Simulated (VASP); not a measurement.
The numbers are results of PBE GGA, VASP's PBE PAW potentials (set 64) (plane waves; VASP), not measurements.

The input files of a VASP run:

File KPOINTS:
```
Automatic mesh
0
Gamma
13 13 5
0 0 0
```

**INCAR**
```
ALGO = Normal
EDIFF = 1E-7
ENCUT = 400
GGA = PE
ISIF = 2
ISMEAR = -5
LASPH = .TRUE.
LCHARG = .TRUE.
LEFG = .TRUE.
LMAXMIX = 6
LORBIT = 11
LREAL = .FALSE.
LWAVE = .FALSE.
NEDOS = 601
NELM = 100
PREC = Accurate
SYSTEM = WSi
```

### POSCAR
```
WSi
1
    3.1435999323    -0.0000000000     0.0000000000
   -1.5717999662     2.7224373900     0.0000000000
    0.0000000000     0.0000000000     7.0231528088
W Si
2 2
Direct
  0.0000000000   0.0000000000   0.0000000000
  0.0000000000   0.0000000000   0.5000000000
  0.3333330000   0.6666670000   0.2500000000
  0.6666670000   0.3333330000   0.7500000000
```

POTCAR, in this order: W_sv Si (PBE.64 set). Program: vasp_std.

Output

OSZICAR:
```
       N       E                     dE             d eps       ncg     rms          rms(c)
DAV:   1     0.282849870517E+03    0.28285E+03   -0.16987E+04  2892   0.144E+03
DAV:   2    -0.262109595291E+02   -0.30906E+03   -0.30377E+03  3068   0.427E+02
DAV:   3    -0.389003227962E+02   -0.12689E+02   -0.12444E+02  3500   0.780E+01
DAV:   4    -0.391164370311E+02   -0.21611E+00   -0.21188E+00  3310   0.105E+01
DAV:   5    -0.391207188320E+02   -0.42818E-02   -0.42249E-02  3406   0.143E+00    0.317E+01
DAV:   6    -0.372061481305E+02    0.19146E+01   -0.94077E+00  3332   0.197E+01    0.977E+00
DAV:   7    -0.371141792670E+02    0.91969E-01   -0.27373E-01  3128   0.334E+00    0.370E+00
DAV:   8    -0.370901354669E+02    0.24044E-01   -0.32340E-02  3240   0.106E+00    0.350E-01
DAV:   9    -0.370901455826E+02   -0.10116E-04   -0.17526E-03  3644   0.242E-01    0.173E-01
DAV:  10    -0.370901466013E+02   -0.10188E-05   -0.30374E-04  3196   0.147E-01    0.550E-02
DAV:  11    -0.370901251932E+02    0.21408E-04   -0.13533E-05  3264   0.306E-02    0.994E-03
DAV:  12    -0.370901181193E+02    0.70740E-05   -0.17412E-06  3226   0.107E-02    0.259E-03
DAV:  13    -0.370901182577E+02   -0.13849E-06   -0.72980E-08  1998   0.194E-03    0.713E-04
DAV:  14    -0.370901185690E+02   -0.31123E-06   -0.98207E-09  1722   0.829E-04    0.183E-04
DAV:  15    -0.370901185703E+02   -0.12869E-08   -0.14254E-09  1698   0.302E-04
   1 F= -.37090119E+02 E0= -.37090119E+02  d E =0.000000E+00
```

### OUTCAR
```
------------------------ aborting loop because EDIFF is reached ----------------------------------------
  FORCE on cell =-STRESS in cart. coord.  units (eV):
  Direction    XX          YY          ZZ          XY          YZ          ZX
  --------------------------------------------------------------------------------------
  Total       -0.1196024     -0.1196024      0.2947969      0.0000000     -0.0000000     -0.0000000
  in kB       -3.1881082     -3.1881082      7.8580763      0.0000000     -0.0000000     -0.0000000
  external PRESSURE =       0.4939533 kB  Pullay stress =       0.0000000 kB
  volume of cell :       60.11
      direct lattice vectors                 reciprocal lattice vectors
     3.143599932  0.000000000  0.000000000     0.318106636  0.183658953  0.000000000
    -1.571799966  2.722437390  0.000000000     0.000000000  0.367317906  0.000000000
     0.000000000  0.000000000  7.023152809     0.000000000  0.000000000  0.142386194
 POSITION                                       TOTAL-FORCE (eV/Angst)
 -----------------------------------------------------------------------------------
      0.00000      0.00000      0.00000         0.000000      0.000000      0.000000
      0.00000      0.00000      3.51158         0.000000      0.000000      0.000000
     -0.00000      1.81496      1.75579         0.000000      0.000000     -0.000000
      1.57180      0.90748      5.26736        -0.000000      0.000000     -0.000000
 -----------------------------------------------------------------------------------
    total drift:                                0.000000     -0.000000     -0.000000
  FREE ENERGIE OF THE ION-ELECTRON SYSTEM (eV)
  ---------------------------------------------------
  free  energy   TOTEN  =       -37.0901185703 eV

  energy  without entropy=      -37.0901185703  energy(sigma->0) =      -37.09011857

 total charge

# of ion       s       p       d       tot
------------------------------------------
    1        2.318   6.280   3.489  12.086
    2        2.318   6.280   3.489  12.086
    3        0.760   0.941   0.000   1.701
    4        0.760   0.941   0.000   1.701
--------------------------------------------------
tot          6.156  14.441   6.978  27.575

 Electric field gradients after diagonalization (V/A^2)
 (convention: |V_zz| > |V_xx| > |V_yy|)
----------------------------------------------------------------------
 ion       V_xx      V_yy      V_zz     asymmetry (V_yy - V_xx)/ V_zz
----------------------------------------------------------------------
   1      -7.350    -7.349    14.700       0.000
   2      -7.350    -7.349    14.700       0.000
   3      18.546    18.546   -37.092       0.000
   4      18.546    18.546   -37.092       0.000
```
(Selected blocks of OUTCAR.)

### OUTCAR
```
 val. band max:       10.3677641758   @ k =   0.0000   0.0000   0.2000

 cond. band min:      10.3037711490   @ k =   0.1538   0.0769   0.2000


 Fermi energy:        10.3129087420

 k-point     1 :       0.0000    0.0000    0.0000
  band No.  band energies     occupation
      1     -63.4041      2.00000
      2     -63.4019      2.00000
      3     -27.7687      2.00000
      4     -27.6704      2.00000
      5     -27.4780      2.00000
      6     -27.4780      2.00000
      7     -27.4715      2.00000
      8     -27.4715      2.00000
      9      -1.6987      2.00000
     10       1.1682      2.00000
     11       2.6444      2.00000
     12       6.4420      2.00000
     13       8.6378      2.00000
     14       8.6378      2.00000
     15       9.4202      2.00000
     16       9.4202      2.00000
     17      10.2146      2.00000
     18      10.2686      1.95486
     19      10.2686      1.97611
     20      11.1646      0.00000
     21      11.7666      0.00000
     22      11.7666      0.00000

 k-point     2 :       0.0769    0.0000    0.0000
  band No.  band energies     occupation
      1     -63.4029      2.00000
      2     -63.4008      2.00000
      3     -27.7650      2.00000
      4     -27.6675      2.00000
      5     -27.4991      2.00000
      6     -27.4923      2.00000
      7     -27.4830      2.00000
      8     -27.4765      2.00000
      9      -1.5600      2.00000
     10       1.2084      2.00000
     11       2.8202      2.00000
     12       6.5482      2.00000
     13       8.4199      2.00000
     14       8.7226      2.00000
     15       8.9028      2.00000
     16       9.5620      2.00000
     17      10.0571      2.00000
     18      10.1609      2.00959
     19      10.1670      2.04787
     20      11.2119      0.00000
     21      11.7094      0.00000
     22      12.2707      0.00000

 k-point     3 :       0.1538    0.0000    0.0000
  band No.  band energies     occupation
      1     -63.3998      2.00000
...
```

For a metal the tetrahedron method with Blöchl corrections gives inexact stress and forces. Unless said otherwise, spin-orbit coupling is left out, though it shifts the bands of the heavy elements here.

The structure was generated: WSi was put into the NiAs type type (P6_3/mmc), which need not be its known phase. It was relaxed first, which changed the volume by -39 %.
